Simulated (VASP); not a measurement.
# Mn2C (P6/mmm) in VASP: relaxation of cell and atoms with PBE

Aim: the relaxation of cell and atoms of Mn2C with PBE.

Everything below comes from runs of VASP 6.6.1. Logs are shortened: lines on timing, memory, paths and dates and some standing lists are left out, and cuts for length are marked.

### Step 1. Starting point

Symmetry: P6/mmm, No. 191, hexagonal system. Conventional cell: a = 3.567 Å, b = 3.567 Å, c = 3.523 Å, α = 90.00°, β = 90.00°, γ = 120.00°. Mn (site symmetry -6m2) has 3 Mn at 2.06 Å as nearest neighbours. C (site symmetry 6/mmm) is surrounded by 12 Mn at 2.71 Å.

The cell was built by a generator and needn't be a form met in nature.

### Step 2. Relaxation of cell and atoms, PBE, collinear spin, ferromagnetic start

Input file INCAR:

```
PREC = Normal
ENCUT = 520
EDIFF = 1E-4
ISMEAR = 0
SIGMA = 0.15
LREAL = F
LASPH = T
NELM = 60
ALGO = Fast
ISIF = 3
LWAVE = F
LCHARG = F
ISPIN = 2
MAGMOM = 4 4 0
LORBIT = 11
LMAXMIX = 4
GGA = PE
IBRION = 2
NSW = 24
EDIFFG = -0.08
```

Input file KPOINTS:

```
regular mesh
0
Gamma
  7 7 6
```

Input file POSCAR:

```
Mn2C
1.0
    3.5667734400      0.0000000000      0.0000000000
   -1.7833867200      3.0889164100      0.0000000000
    0.0000000000      0.0000000000      3.5229775200
Mn C
2 1
Direct
    0.3333333300      0.6666666700      0.5000000000
    0.6666666700      0.3333333300      0.5000000000
    0.0000000000      0.0000000000      0.0000000000
```

Potentials or basis: VASP PAW PBE potentials, release 64 (Mn_pv, C).

Launch:

```
$ cat potpaw_PBE.64/Mn_pv/POTCAR potpaw_PBE.64/C/POTCAR > POTCAR
$ mpirun -np 1 vasp_std > vasp.out
```

OUTCAR:

```text
PREC = Normal
   ENCUT = 520
   EDIFF = 1E-4
   ISMEAR = 0
   LREAL = F
   LASPH = T
   NELM = 60
   ISIF = 3
   ISPIN = 2
   LORBIT = 11
   GGA = PE
   IBRION = 2
   NSW = 24
   EDIFFG = -0.08

 ion  position               nearest neighbor table
   1  0.333  0.667  0.500-   2 2.06   2 2.06   2 2.06
   2  0.667  0.333  0.500-   1 2.06   1 2.06   1 2.06
   3  0.000  0.000  0.000-

  LATTYP: Found a hexagonal cell.
 ALAT       =     3.5667734400
 C/A-ratio  =     0.9877211377

  Lattice vectors:

 A1 = (   3.5667734400,   0.0000000000,   0.0000000000)
 A2 = (  -1.7833867200,   3.0889164100,   0.0000000000)
 A3 = (   0.0000000000,   0.0000000000,   3.5229775200)

Analysis of symmetry for initial positions (statically):
=====================================================================
 Subroutine PRICEL returns:
 Original cell was already a primitive cell.

 Routine SETGRP: Setting up the symmetry group for a
 hexagonal supercell.

 Subroutine GETGRP returns: Found 24 space group operations
 (whereof 24 operations were pure point group operations)
 out of a pool of 24 trial point group operations.

The static configuration has the point symmetry D_6h.

Analysis of symmetry for dynamics (positions and initial velocities):
=====================================================================
 Subroutine PRICEL returns:
 Original cell was already a primitive cell.

 Routine SETGRP: Setting up the symmetry group for a
 hexagonal supercell.

 Subroutine GETGRP returns: Found 24 space group operations
 (whereof 24 operations were pure point group operations)
 out of a pool of 24 trial point group operations.

The dynamic configuration has the point symmetry D_6h.

Analysis of structural, dynamic, and magnetic symmetry:
=====================================================================
 Subroutine PRICEL returns:
 Original cell was already a primitive cell.

 Routine SETGRP: Setting up the symmetry group for a
 hexagonal supercell.

 Subroutine GETGRP returns: Found 24 space group operations
 (whereof 24 operations were pure point group operations)
 out of a pool of 24 trial point group operations.

The overall configuration has the point symmetry D_6h.

 Subroutine INISYM returns: Found 24 space group operations
 (whereof 24 operations are pure point group operations),
 and found     1 'primitive' translations

----------------------------------------------------------------------------------------

                                     Primitive cell

  volume of cell :      38.8143

  direct lattice vectors                    reciprocal lattice vectors
     3.566773440  0.000000000  0.000000000     0.280365439  0.161869061  0.000000000
    -1.783386720  3.088916410  0.000000000     0.000000000  0.323738123  0.000000000
     0.000000000  0.000000000  3.522977520     0.000000000  0.000000000  0.283850804

  length of vectors
     3.566773440  3.566773441  3.522977520     0.323738123  0.323738123  0.283850804

  position of ions in fractional coordinates (direct lattice)
     0.333333330  0.666666670  0.500000000
     0.666666670  0.333333330  0.500000000
     0.000000000  0.000000000  0.000000000

  ion indices of the primitive-cell ions
   primitive index   ion index
                 1           1
                 2           2
                 3           3

----------------------------------------------------------------------------------------

 KPOINTS: regular mesh

Automatic generation of k-mesh.
 Grid dimensions read from file:
 generate k-points for:    7    7    6

 Generating k-lattice:

  Cartesian coordinates                     Fractional coordinates (reciprocal lattice)
     0.040052206  0.023124152  0.000000000     0.142857143  0.000000000  0.000000000
     0.000000000  0.046248303  0.000000000     0.000000000  0.142857143  0.000000000
     0.000000000  0.000000000  0.047308467     0.000000000  0.000000000  0.166666667

  Length of vectors
     0.046248303  0.046248303  0.047308467

  Shift w.r.t. Gamma in fractional coordinates (k-lattice)
     0.000000000  0.000000000  0.000000000

 Subroutine IBZKPT returns following result:
 ===========================================

 Found     32 irreducible k-points:

 Following reciprocal coordinates:
            Coordinates               Weight
  0.000000  0.000000  0.000000      1.000000
  0.142857 -0.000000  0.000000      6.000000
  0.285714  0.000000  0.000000      6.000000
  0.428571  0.000000  0.000000      6.000000
  0.142857  0.142857  0.000000      6.000000
  0.285714  0.142857  0.000000     12.000000
[... 16 lines left out ...]
  0.428571  0.142857  0.333333     12.000000
  0.285714  0.285714  0.333333     12.000000
 [... further k-points ...]
   k-points           NKPTS =     32   k-points in BZ     NKDIM =     32   number of bands    NBANDS=     23
   number of dos      NEDOS =    301   number of ions     NIONS =      3
   total plane-waves  NPLWV =   8000
   dimension x,y,z NGX =    20 NGY =   20 NGZ =   20
   dimension x,y,z NGXF=    40 NGYF=   40 NGZF=   40
   ions per type =               2   1
   NGX,Y,Z   is equivalent  to a cutoff of   9.32,  9.32,  9.44 a.u.
   NGXF,Y,Z  is equivalent  to a cutoff of  18.64, 18.64, 18.88 a.u.
 SYSTEM =  unknown system
   PREC   = normal    normal or accurate (medium, high low for compatibility)
   ISTART =      0    job   : 0-new  1-cont  2-samecut
   ICHARG =      2    charge: 1-file 2-atom 10-const
   ISPIN  =      2    spin polarized calculation?
   LNONCOLLINEAR =      F non collinear calculations
   LSORBIT =      F    spin-orbit coupling
   LASPH  =      T    aspherical Exc in radial PAW
   ENCUT  =  520.0 eV  38.22 Ry    6.18 a.u.   6.63  6.63  6.55*2*pi/ulx,y,z
   NELM   =     60;   NELMIN=  2; NELMDL= -5     # of ELM steps
   EDIFF  = 0.1E-03   stopping-criterion for ELM
   LREAL  =      F    real-space projection
   EDIFFG = -.8E-01   stopping-criterion for IOM
   NSW    =     24    number of steps for IOM
   IBRION =      2    ionic relax: 0-MD 1-quasi-New 2-CG
   NFREE  =      1    steps in history (QN), initial steepest desc. (CG)
   ISIF   =      3    stress and relaxation
   ISYM   =      2    0-nonsym 1-usesym 2-fastsym
   POTIM  = 0.5000    time-step for ionic-motion
   TEBEG  =    0.0;   TEEND  =   0.0 temperature during run
   PSTRESS=    0.0 pullay stress
   NELECT =      30.0000    total number of electrons
   NUPDOWN=      -1.0000    fix difference up-down
   EMIN   =  10.00;   EMAX   =-10.00  energy-range for DOS
   EFERMI =   0.00;   METHOD = LEGACY
   ISMEAR =     0;   SIGMA  =   0.15  broadening in eV -4-tet -1-fermi 0-gaus
   EFERMI_NEDOS =   21; number of points for ismear=-14 and -15
   IALGO  =     68    algorithm
   IMIX   =      4    mixing-type and parameters
     AMIX     =   0.40;   BMIX     =  1.00
     AMIX_MAG =   1.60;   BMIX_MAG =  1.00
  volume/ion in A,a.u.               =      12.94        87.31
  Fermi-wavevector in a.u.,A,eV,Ry     =   1.502397  2.839119 30.711030  2.257197
  Thomas-Fermi vector in A             =   2.613643
   LORBIT       =     11    0 simple, 1 ext, 2 COOP (PROOUT), +10 PAW based schemes
   GGA     = PE    functional components
   LHFCALC =     F    Hartree Fock is set to
   AEXX    =    0.0000 exact exchange contribution
   IVDW    =     0    specifies the selected vdW correction
   LEPSILON=     F    determine dielectric tensor
   LRPA    =     F    only Hartree local field effects (RPA)
 conjugate gradient relaxation of ions
 spin polarized calculation
 RMM-DIIS sequential band-by-band and
 Gauss-broadening in eV      SIGMA  =   0.15
  energy-cutoff  :      520.00
  volume of cell :       38.81
 maximum number of plane-waves:      1070
   NGX = 13   NGY = 13   NGZ = 13

--------------------------------------- Ionic step        1  -------------------------------------------

 number of electron      29.9999905 magnetization       0.7323059

 Free energy of the ion-electron system (eV)
  ---------------------------------------------------
  ext. energy  EPLUGINS =         0.00000000
  ---------------------------------------------------
  free energy    TOTEN  =       -20.75703490 eV

  energy without entropy =      -20.72307674  energy(sigma->0) =      -20.74005582

------------------------ aborting loop because EDIFF is reached ----------------------------------------

  FORCE on cell =-STRESS in cart. coord.  units (eV):
  Direction    XX          YY          ZZ          XY          YZ          ZX
  --------------------------------------------------------------------------------------
  -------------------------------------------------------------------------------------
  Total       -1.6318293     -1.6318293    -10.3453874      0.0000000     -0.0000000      0.0000000
  in kB      -67.3587099    -67.3587100   -427.0372787      0.0000000     -0.0000000      0.0000000
  external PRESSURE =    -187.2515662 kB  Pullay stress =       0.0000000 kB
[... 26 lines left out ...]
 number of electron      30.0000053 magnetization       0.0067976

 number of electron      30.0000053 magnetization      -0.0014244

 E-fermi :   9.0377     XC(G=0): -13.1227

 val. band max:        9.0341879274   @ k =   0.2857   0.0000   0.3333
 cond. band min:       9.0546303406   @ k =   0.4286   0.1429   0.1667
 fundamental gap:      0.0204424132
 Fermi energy:         9.0377265073

 spin component 1

 k-point     1 :       0.0000    0.0000    0.0000
  band No.  band energies     occupation
      1     -40.0028      1.00000
      2     -40.0028      1.00000
      3     -39.2612      1.00000
      4     -38.8027      1.00000
      5     -38.4303      1.00000
      6     -38.4303      1.00000
[... 1312 lines left out ...]
  FREE ENERGIE OF THE ION-ELECTRON SYSTEM (eV)
  ---------------------------------------------------
  free  energy   TOTEN  =       -22.5882587094 eV

  energy  without entropy=      -22.5542973406  energy(sigma->0) =      -22.57127803

[... ionic steps 4 to 8 ...]

--------------------------------------- Ionic step        9  -------------------------------------------

 number of electron      29.9999942 magnetization       0.0000011

------------------------ aborting loop because EDIFF is reached ----------------------------------------
[... 73 lines left out ...]
 number of electron      29.9999949 magnetization      -0.0000002

 number of electron      29.9999949 magnetization       0.0000002

 Free energy of the ion-electron system (eV)
  ---------------------------------------------------
  ext. energy  EPLUGINS =         0.00000000
  ---------------------------------------------------
  free energy    TOTEN  =       -23.04861875 eV

  energy without entropy =      -23.01936314  energy(sigma->0) =      -23.03399094

 E-fermi :  10.1640     XC(G=0): -13.5766

 val. band max:       10.0550705001   @ k =   0.2857   0.2857   0.1667
 cond. band min:      10.1683393498   @ k =   0.2857   0.1429   0.1667
 fundamental gap:      0.1132688497
 Fermi energy:        10.1639512915

 spin component 1

 k-point     1 :       0.0000    0.0000    0.0000
  band No.  band energies     occupation
      1     -38.6939      1.00000
      2     -38.6939      1.00000
      3     -38.0245      1.00000
      4     -37.7222      1.00000
      5     -37.5289      1.00000
      6     -37.5289      1.00000
[... 1273 lines left out ...]
  FREE ENERGIE OF THE ION-ELECTRON SYSTEM (eV)
  ---------------------------------------------------
  free  energy   TOTEN  =       -23.0486187499 eV

  energy  without entropy=      -23.0193631351  energy(sigma->0) =      -23.03399094

 reached required accuracy - stopping structural energy minimisation

 total charge

# of ion       s       p       d       tot
------------------------------------------
    1        0.374   6.352   5.395  12.122
    2        0.374   6.352   5.395  12.122
    3        0.904   1.242   0.000   2.146
--------------------------------------------------
tot          1.652  13.946  10.790  26.389

 magnetization (x)

# of ion       s       p       d       tot
------------------------------------------
    1        0.000   0.000  -0.000  -0.000
    2        0.000   0.000  -0.000  -0.000
    3       -0.000  -0.000   0.000  -0.000
--------------------------------------------------
tot         -0.000  -0.000  -0.000  -0.000
```

Run time: 1.8 min. Hardware: 1 thread of AMD EPYC 9R14 (Zen 4), shared host; peak memory 0.13 GiB.

Results:

```
Free energy                                           : -23.0486 eV
Relaxed volume                                        : 9.57 Å³/atom
Relaxed cell                                          : a = 3.616 Å, b = 3.616 Å, c = 2.536 Å, α = 90.00°, β = 90.00°, γ = 120.00°
Space group after relaxing (to 0.05 Å)                : P6/mmm (No. 191)
Energy gained by relaxing                             : 763.9 meV/atom
Ionic steps                                           : 11
Pressure after relaxing                               : -0.9 GPa
Band gap on the k mesh                                : none (metal or under the smearing width)
Net moment                                            : 0.00 μB per cell
Valence electrons inside the program's atomic spheres : Mn 12.12; C 2.15
```

Stress tensor (GPa, compression positive):
```
-1.09  0.00  0.00
 0.00 -1.09  0.00
 0.00  0.00 -0.56
```

Step by step:
| step | energy change (eV) | largest force (eV/Å) | pressure (GPa) | volume (Å³) |
| --- | --- | --- | --- | --- |
| 1 | 0.0000 | 0.0000 | -18.73 | 38.81 |
| 2 | -1.5783 | 0.0000 | 1.42 | 30.68 |
| 3 | -1.8312 | 0.0000 | 15.72 | 28.24 |
| 4 | -1.8672 | 0.0000 | 26.46 | 27.07 |
| 5 | -2.1176 | 0.0000 | 21.80 | 26.47 |
| 6 | -2.1840 | 0.0000 | 18.46 | 26.70 |
| 7 | -2.2913 | 0.0000 | 1.13 | 28.65 |
| 8 | -2.2905 | 0.0000 | -0.68 | 28.78 |
| 9 | -2.2911 | 0.0000 | -0.27 | 28.71 |
| 10 | -2.2915 | 0.0000 | -1.17 | 28.71 |
| 11 | -2.2916 | 0.0000 | -0.91 | 28.71 |

Final structure:
```
Mn C
1.0
     3.61590    0.00000    0.00000
    -1.80795    3.13146    0.00000
     0.00000    0.00000    2.53554
Mn C
2 1
Cartesian
  0.0000 2.0876 1.2678
  1.8079 1.0438 1.2678
  3.6159 0.0000 0.0000
```

Levels at points of the mesh, in eV from the Fermi level:
Spin up:
```
           k point  band 11  band 12  band 13  band 14  band 15  band 16  band 17  band 18  band 19  band 20
(0.00, 0.00, 0.00)    -1.64    -1.64    -1.39    -1.00    -1.00     1.02     1.02     1.84     2.39     2.93
(0.00, 0.00, 0.50)    -2.64    -2.64    -1.49    -1.49    -1.15    -1.15     0.54     2.19     3.11     3.11
```
Spin down:
```
           k point  band 12  band 13  band 14  band 15  band 16  band 17  band 18  band 19
(0.00, 0.00, 0.00)    -1.64    -1.39    -1.00    -1.00     1.02     1.02     1.84     2.39
(0.00, 0.00, 0.50)    -2.64    -1.49    -1.49    -1.15    -1.15     0.54     2.19     3.11
```

Caveat: the starting moments collapsed, and a magnetic state may lie lower; the volume moved by over 15 % at a fixed basis, so the end points are rough; the relaxation stopped at a loose force limit of 0.08 eV/Å, so its end isn't a converged minimum.
